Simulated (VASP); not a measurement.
## Mg3Ir: vacancies and antisites compared

Wanted: a map of the native defects of Mg3Ir, all in one supercell and at one level. The start is a cell from a database of measured crystal structures.

Calculated with VASP 6.6.1; PBEsol; plane waves and PAW (Ir, Mg), in the first sound run; inputs show where later runs differ.

## Step 1: The host crystal

The structure is hexagonal, space group P6_3/mmc (No. 194). The conventional cell has a = 4.549 Å, b = 4.549 Å, c = 8.229 Å, α = 90.00°, β = 90.00°, γ = 120.00°. Nearest to Ir lie 11 Mg at 2.63 to 2.96 Å. Nearest to Mg lie 3 Ir at 2.63 Å and 6 Mg at 2.96 Å. Nearest to Mg lie 4 Ir at 2.74 to 2.96 Å and 7 Mg at 2.75 to 2.96 Å. Farther neighbours are not listed.

Structure file:

```xyz
8
Lattice="4.5490 0.0000 0.0000 -2.2745 3.9395 0.0000 0.0000 0.0000 8.2290" Properties=species:S:1:pos:R:3 pbc="T T T"
Ir    2.2745    1.3132    6.1717
Ir    0.0000    2.6264    2.0572
Mg    0.0000    0.0000    6.1717
Mg    0.0000    0.0000    2.0572
Mg    2.2745    1.3132    3.4315
Mg    0.0000    2.6264    7.5460
Mg    2.2745    1.3132    0.6830
Mg    0.0000    2.6264    4.7975
```

## Step 2: The host at zero pressure

The later steps need the crystal at this functional's own lattice; a raised cutoff keeps the stress reliable while the cell changes.

The input, INCAR:

```
SYSTEM = Mg3Ir
PREC = Accurate
ENCUT = 350
EDIFF = 1E-06
NELM = 120
ISMEAR = 1
SIGMA = 0.15
LREAL = .FALSE.
ALGO = Normal
GGA = PS
NBANDS = 23
LORBIT = 11
LWAVE = .FALSE.
LCHARG = .FALSE.
KPAR = 8
IBRION = 2
NSW = 40
ISIF = 3
EDIFFG = -0.02
POTIM = 0.4
```

The input, POSCAR:

```
Mg3Ir
1.0
    4.5490000000      0.0000000000      0.0000000000
   -2.2745000000      3.9395495618      0.0000000000
    0.0000000000      0.0000000000      8.2290000000
Ir Mg
2 6
Direct
    0.6666666667      0.3333333333      0.7500000000
    0.3333333333      0.6666666667      0.2500000000
    0.0000000000      0.0000000000      0.7500000000
    0.0000000000      0.0000000000      0.2500000000
    0.6666666667      0.3333333333      0.4170000000
    0.3333333333      0.6666666667      0.9170000000
    0.6666666667      0.3333333333      0.0830000000
    0.3333333333      0.6666666667      0.5830000000
```

The input, KPOINTS:

```
Automatic mesh
0
Gamma
6 6 3
0 0 0
```

The projector-augmented-wave data sets are Ir and Mg (PBE family, release 64).

Started as:

```console
> mpirun -np 8 vasp_std
```

Log:

```text
[banner, memory and clock lines left out]
running    8 mpi-ranks, on    1 nodes
 distrk:  each k-point on    1 cores,    8 groups
 distr:  one band on    1 cores,    1 groups

 POSCAR found type information on POSCAR IrMg
 POSCAR found :  2 types and       8 ions
|                                                                             |
|           W    W    AA    RRRRR   N    N  II  N    N   GGGG   !!!           |
|           W    W   A  A   R    R  NN   N  II  NN   N  G    G  !!!           |
|           W    W  A    A  R    R  N N  N  II  N N  N  G       !!!           |
|           W WW W  AAAAAA  RRRRR   N  N N  II  N  N N  G  GGG   !            |
|           WW  WW  A    A  R   R   N   NN  II  N   NN  G    G                |
|           W    W  A    A  R    R  N    N  II  N    N   GGGG   !!!           |
|                                                                             |
|     For optimal performance we recommend to set                             |
|       NCORE = 2 up to number-of-cores-per-socket                            |
|     NCORE specifies how many cores store one orbital (NPAR=cpu/NCORE).      |
|     This setting can greatly improve the performance of VASP for DFT.       |
|     The default, NCORE=1 might be grossly inefficient on modern             |
|     multi-core architectures or massively parallel machines. Do your        |
|     Unfortunately you need to use the default for GW and RPA                |
|     calculations (for HF NCORE is supported but not extensively tested      |
|     yet).                                                                   |
|                                                                             |

|                                                                             |
|               ----> ADVICE to this user running VASP <----                  |
|                                                                             |
|     You enforced a specific xc type in the INCAR file but a different       |
|     [... a line on the potential file left out ...]
|     I HOPE YOU KNOW WHAT YOU ARE DOING!                                     |
|                                                                             |

 LDA part: xc-table for (Slater+PW92), standard interpolation
 POSCAR, INCAR and KPOINTS ok, starting setup
 FFT: planning ... GRIDC
 FFT: planning ... GRID_SOFT
 FFT: planning ... GRID
 WAVECAR not read
 entering main loop
       N       E                     dE             d eps       ncg     rms          rms(c)
DAV:   1     0.999924024470E+02    0.99992E+02   -0.85879E+03   644   0.777E+02
DAV:   2    -0.225342954650E+02   -0.12253E+03   -0.10537E+03   686   0.209E+02
DAV:   3    -0.327042338355E+02   -0.10170E+02   -0.93810E+01   834   0.502E+01
DAV:   4    -0.329687753215E+02   -0.26454E+00   -0.26416E+00   791   0.106E+01
DAV:   5    -0.329749594288E+02   -0.61841E-02   -0.61828E-02   820   0.138E+00    0.710E+00
DAV:   6    -0.324436539691E+02    0.53131E+00   -0.27455E-01   799   0.456E+00    0.333E+00
DAV:   7    -0.321900810144E+02    0.25357E+00   -0.25435E-01   707   0.316E+00    0.809E-01
DAV:   8    -0.321776394585E+02    0.12442E-01   -0.48832E-02   876   0.223E+00    0.677E-01
DAV:   9    -0.321753350640E+02    0.23044E-02   -0.61526E-03   837   0.616E-01    0.141E-01
DAV:  10    -0.321752473415E+02    0.87723E-04   -0.29927E-04   771   0.117E-01    0.183E-02
DAV:  11    -0.321752410437E+02    0.62978E-05   -0.49808E-05   848   0.465E-02    0.114E-02
DAV:  12    -0.321752390596E+02    0.19841E-05   -0.90796E-06   878   0.277E-02    0.218E-03
DAV:  13    -0.321752390673E+02   -0.77707E-08   -0.28798E-07   490   0.381E-03
   1 F= -.32175239E+02 E0= -.32173045E+02  d E =-.321752E+02
 curvature:   0.00 expect dE= 0.000E+00 dE for cont linesearch  0.000E+00
 trial: gam= 0.00000 g(F)=  0.214E-01 g(S)=  0.428E-02 ort = 0.000E+00 (trialstep = 0.100E+01)
 search vector abs. value=  0.257E-01
 bond charge predicted
       N       E                     dE             d eps       ncg     rms          rms(c)
DAV:   1    -0.322125271869E+02   -0.37288E-01   -0.34030E-01   715   0.546E+00    0.896E-01
DAV:   2    -0.322010974488E+02    0.11430E-01   -0.14188E-01   981   0.331E+00    0.538E-01
DAV:   3    -0.321949232954E+02    0.61742E-02   -0.22744E-02   973   0.135E+00    0.626E-02
DAV:   4    -0.321948460131E+02    0.77282E-04   -0.10797E-03   749   0.152E-01    0.219E-02
DAV:   5    -0.321948387057E+02    0.73074E-05   -0.88187E-05   923   0.867E-02    0.166E-02
DAV:   6    -0.321948414635E+02   -0.27577E-05   -0.84268E-06   756   0.176E-02    0.204E-03
DAV:   7    -0.321948416609E+02   -0.19747E-06   -0.25276E-07   476   0.300E-03
   2 F= -.32194842E+02 E0= -.32192229E+02  d E =-.196026E-01
[...]
3 F= -.32201962E+02 E0= -.32198923E+02  d E =-.267227E-01
 curvature:  -1.06 expect dE=-0.711E-02 dE for cont linesearch -0.208E-04
 trial: gam= 0.29023 g(F)=  0.682E-03 g(S)=  0.606E-02 ort =-0.711E-03 (trialstep = 0.122E+01)
 search vector abs. value=  0.849E-02
 bond charge predicted
       N       E                     dE             d eps       ncg     rms          rms(c)
DAV:   1    -0.322308669824E+02   -0.28905E-01   -0.40689E-01   751   0.628E+00    0.106E+00
DAV:   2    -0.322150705860E+02    0.15796E-01   -0.22159E-01   992   0.411E+00    0.667E-01
DAV:   3    -0.322056655307E+02    0.94051E-02   -0.34983E-02   982   0.164E+00    0.626E-02
DAV:   4    -0.322055945048E+02    0.71026E-04   -0.12431E-03   749   0.166E-01    0.279E-02
DAV:   5    -0.322055792403E+02    0.15264E-04   -0.99225E-05   928   0.953E-02    0.186E-02
DAV:   6    -0.322055807645E+02   -0.15242E-05   -0.14843E-05   822   0.290E-02    0.474E-03
DAV:   7    -0.322055799684E+02    0.79612E-06   -0.23488E-06   562   0.149E-02
   4 F= -.32205580E+02 E0= -.32202422E+02  d E =-.361819E-02
 trial-energy change:   -0.003618  1 .order   -0.003657   -0.007984    0.000671
 step:   1.1252(harm=  1.1276)  dis= 0.00758  next Energy=   -32.205607 (dE=-0.364E-02)
 reached required accuracy - stopping structural energy minimisation
```

Elapsed: 28 s, on 8 MPI ranks of AMD EPYC 7R43, shared host; peak memory 1.5 GiB; 3.6 min of CPU time.

Lines that name or quote the potential files are left out of all logs, and their timing lines are given in words.

From OUTCAR (step 2):

```text
ion  position               nearest neighbor table
   1  0.667  0.333  0.750-   3 2.63   3 2.63   3 2.63   7 2.74   5 2.74   8 2.96   6 2.96   8 2.96
                             6 2.96   8 2.96   6 2.96
   2  0.333  0.667  0.250-   4 2.63   4 2.63   4 2.63   8 2.74   6 2.74   5 2.96   7 2.96   5 2.96
                             7 2.96   5 2.96   7 2.96
   3  0.000  0.000  0.750-   1 2.63   1 2.63   1 2.63   8 2.96   6 2.96   6 2.96   8 2.96   6 2.96
                             8 2.96
   4  0.000  0.000  0.250-   2 2.63   2 2.63   2 2.63   7 2.96   5 2.96   7 2.96   5 2.96   7 2.96
                             5 2.96
   5  0.667  0.333  0.417-   1 2.74   7 2.75   8 2.96   8 2.96   8 2.96   2 2.96   2 2.96   4 2.96
                             4 2.96   4 2.96   2 2.96
   6  0.333  0.667  0.917-   2 2.74   8 2.75   7 2.96   7 2.96   7 2.96   1 2.96   1 2.96   3 2.96
                             3 2.96   3 2.96   1 2.96
   7  0.667  0.333  0.083-   1 2.74   5 2.75   6 2.96   6 2.96   6 2.96   2 2.96   2 2.96   4 2.96
                             4 2.96   4 2.96   2 2.96
   8  0.333  0.667  0.583-   2 2.74   6 2.75   5 2.96   5 2.96   5 2.96   1 2.96   1 2.96   3 2.96
                             3 2.96   3 2.96   1 2.96

  LATTYP: Found a hexagonal cell.
 ALAT       =     4.5490000000
 C/A-ratio  =     1.8089690042

 Subroutine GETGRP returns: Found 24 space group operations
 (whereof 12 operations were pure point group operations)

The static configuration has the point symmetry D_3d.
 The point group associated with its full space group is D_6h.

 Found     14 irreducible k-points:

   k-points           NKPTS =     14   k-points in BZ     NKDIM =     14   number of bands    NBANDS=     23

   dimension x,y,z NGX =    28 NGY =   28 NGZ =   50
   dimension x,y,z NGXF=    56 NGYF=   56 NGZF=  100

   ENCUT  =  350.0 eV  25.72 Ry    5.07 a.u.   6.94  6.94 12.55*2*pi/ulx,y,z

   NELECT =      30.0000    total number of electrons

 k-points in reciprocal lattice and weights: Automatic mesh
   0.00000000  0.00000000  0.00000000       0.009
   0.16666667  0.00000000  0.00000000       0.056
   0.33333333  0.00000000  0.00000000       0.056
   0.50000000  0.00000000  0.00000000       0.028
   0.16666667  0.16666667  0.00000000       0.056
   0.33333333  0.16666667  0.00000000       0.111
   0.33333333  0.33333333  0.00000000       0.019
   0.00000000  0.00000000  0.33333333       0.019
   0.16666667  0.00000000  0.33333333       0.111
[...]
0.33333333  0.16666667  0.33333333       0.222
   0.33333333  0.33333333  0.33333333       0.037

 average (electrostatic) potential at core
       1 -53.0866       2 -53.0866       3 -36.5012       4 -36.5012       5 -36.8011
       6 -36.8011       7 -36.8011       8 -36.8011

 E-fermi :   3.8912

 k-point     1 :       0.0000    0.0000    0.0000
  band No.  band energies     occupation
    ...
      9       1.9907      2.00000
     10       1.9907      2.00000
     11       1.9959      2.00000
     12       2.3192      2.00000
     13       2.3192      2.00000
     14       5.5420     -0.00000
     15       6.0499     -0.00000
     16       6.0499     -0.00000
     17       7.0012      0.00000
     18       7.2027      0.00000
    ...

 k-point     2 :       0.1667    0.0000    0.0000
  band No.  band energies     occupation
    ...
      9       1.7792      2.00000
     10       1.8747      2.00000
     11       1.9358      2.00000
     12       2.3449      2.00000
     13       2.4496      2.00000
     14       4.4656     -0.00000
     15       5.2574     -0.00000
     16       5.6544     -0.00000
     17       5.6685     -0.00000
     18       6.9785      0.00000
    ...

 k-point     3 :       0.3333    0.0000    0.0000
  band No.  band energies     occupation
    ...
     11       2.0669      2.00000
     12       2.3524      2.00000
     13       2.7525      2.00000
     14       2.8615      2.00000
     15       3.3689      2.00001
     16       4.1914     -0.01591
     17       5.0312     -0.00000
     18       5.9254     -0.00000
     19       6.8698     -0.00000
     20       6.9560      0.00000
    ...

  Total       -0.0397228     -0.0397228      0.0331579      0.0000000      0.0000000      0.0000000
  in kB       -0.4345112     -0.4345112      0.3627008      0.0000000      0.0000000      0.0000000
  external PRESSURE =      -0.1687738 kB  Pullay stress =       0.0000000 kB

  energy-cutoff  :      350.00
  volume of cell :      146.47
      direct lattice vectors                 reciprocal lattice vectors
     4.547433705 -0.000000000 -0.000000000     0.219904250  0.126961778 -0.000000000
    -2.273716853  3.938193111  0.000000000     0.000000000  0.253923556 -0.000000000
     0.000000000 -0.000000000  8.178735353     0.000000000 -0.000000000  0.122268292

 POSITION                                       TOTAL-FORCE (eV/Angst)
 -----------------------------------------------------------------------------------
      2.27372      1.31273      6.13405         0.000000      0.000000     -0.000000
     -0.00000      2.62546      2.04468         0.000000      0.000000     -0.000000
      0.00000      0.00000      6.13405         0.000000     -0.000000     -0.000000
      0.00000      0.00000      2.04468        -0.000000      0.000000     -0.000000
      2.27372      1.31273      3.44899        -0.000000      0.000000     -0.013930
     -0.00000      2.62546      7.53836        -0.000000      0.000000     -0.013930
      2.27372      1.31273      0.64038         0.000000      0.000000      0.013930
     -0.00000      2.62546      4.72975         0.000000     -0.000000      0.013930
 -----------------------------------------------------------------------------------
    total drift:                                0.000000     -0.000000      0.000000

  FREE ENERGIE OF THE ION-ELECTRON SYSTEM (eV)
  ---------------------------------------------------
  free  energy   TOTEN  =       -32.2055799684 eV

  energy  without entropy=      -32.1961074317  energy(sigma->0) =      -32.20242246

 reached required accuracy - stopping structural energy minimisation

 total charge
# of ion       s       p       d       tot
------------------------------------------
    1        0.723   0.357   7.247   8.327
    2        0.723   0.357   7.247   8.327
    3        0.231   0.159   0.035   0.425
    4        0.231   0.159   0.035   0.425
    5        0.211   0.151   0.027   0.388
    6        0.211   0.151   0.027   0.388
    7        0.211   0.151   0.027   0.388
    8        0.211   0.151   0.027   0.388
--------------------------------------------------
tot          2.751   1.637  14.670  19.058

[... 3 further parts left out ...]
```

CONTCAR:

```
Mg3Ir
   1.00000000000000
     4.5474337050120859   -0.0000000000000000   -0.0000000000000000
    -2.2737168525060429    3.9381931105506629    0.0000000000000000
     0.0000000000000000   -0.0000000000000000    8.1787353532121614
  Ir              Mg
     2     6
Direct
     0.6666666667000030    0.3333333332999970    0.7500000000000000
     0.3333333332999970    0.6666666667000030    0.2500000000000000
     0.0000000000000000    0.0000000000000000    0.7500000000000000
     0.0000000000000000    0.0000000000000000    0.2500000000000000
     0.6666666667000030    0.3333333332999970    0.4217020571286102
     0.3333333332999970    0.6666666667000030    0.9217020571286102
     0.6666666667000030    0.3333333332999970    0.0782979428713898
     0.3333333332999970    0.6666666667000030    0.5782979428713898
```

The k-mesh is coarse for a metal. The PAW data sets were made with PBE, which is usual practice but a small mismatch for other functionals. The run keeps the 24 symmetry operations of its start, so it cannot find a distortion of lower symmetry.

Step by step:

| step | energy less that of the first step (eV) | largest force (eV/Å) | pressure (GPa) | volume (Å³) |
| --- | --- | --- | --- | --- |
| 1 | 0.0000 | 0.3722 | -0.55 | 147.47 |
| 2 | -0.0196 | 0.2298 | 0.02 | 146.39 |
| 3 | -0.0267 | 0.0665 | 0.71 | 145.19 |
| 4 | -0.0303 | 0.0139 | -0.02 | 146.47 |

| conventional cell, symmetrised | before | after | change |
| --- | --- | --- | --- |
| a (Å) | 4.549 | 4.547 | -0.0 % |
| b (Å) | 4.549 | 4.547 | -0.0 % |
| c (Å) | 8.229 | 8.179 | -0.6 % |
| volume (Å³/atom) | 18.43 | 18.31 | -0.7 % |

The atoms that moved most (Å, as changes of fractional coordinates times the final cell):

| atom | dx | dy | dz | length |
| --- | --- | --- | --- | --- |
| Mg7 | 0.000 | 0.000 | -0.038 | 0.038 |
| Mg5 | 0.000 | 0.000 | 0.038 | 0.038 |
| Mg8 | 0.000 | 0.000 | -0.038 | 0.038 |
| Mg6 | 0.000 | 0.000 | 0.038 | 0.038 |

The relaxed structure:

```cif
data_structure
_symmetry_space_group_name_H-M 'P 1'
_symmetry_Int_Tables_number 1
_cell_length_a 4.5474
_cell_length_b 4.5474
_cell_length_c 8.1787
_cell_angle_alpha 90.000
_cell_angle_beta 90.000
_cell_angle_gamma 120.000
_cell_volume 146.47
loop_
_atom_site_label
_atom_site_type_symbol
_atom_site_fract_x
_atom_site_fract_y
_atom_site_fract_z
_atom_site_occupancy
Ir1 Ir 0.66667 0.33333 0.75000 1
Ir2 Ir 0.33333 0.66667 0.25000 1
Mg3 Mg 0.00000 0.00000 0.75000 1
Mg4 Mg 0.00000 0.00000 0.25000 1
Mg5 Mg 0.66667 0.33333 0.42170 1
Mg6 Mg 0.33333 0.66667 0.92170 1
Mg7 Mg 0.66667 0.33333 0.07830 1
Mg8 Mg 0.33333 0.66667 0.57830 1
```

Numbers from this step:

```yaml
electronic_cycles: 34
electrons: 30
free_energy_toten: -32.21 eV
energy_at_zero_smearing: -32.20 eV
fermi_energy: 3.891 eV
labelled_metallic_from_the_levels_on_this_mesh: yes
```

The run ended after 4 ionic steps, 0.030 eV below its first step, once forces and stress met EDIFFG = -0.02.

[end of part 1 of 7]

[Lines on the potential files, build, host, timing and source positions are cut from VASP's logs without a mark.]

[Logs are printed without paths, hosts, clocks, repeated set-up lines and the standing remarks that a program may print on its own settings, such as how far it seeks lower states.]

[Hosts, paths, dates, database ids (printed as entryN), source tags and the programs' standing remarks are cut or masked in the printed files.]

[In band tables of VASP the shares of atoms and orbitals are scaled to a sum of 1 inside the atoms' spheres.]

[Runs that stopped without an error message from VASP are left out.]
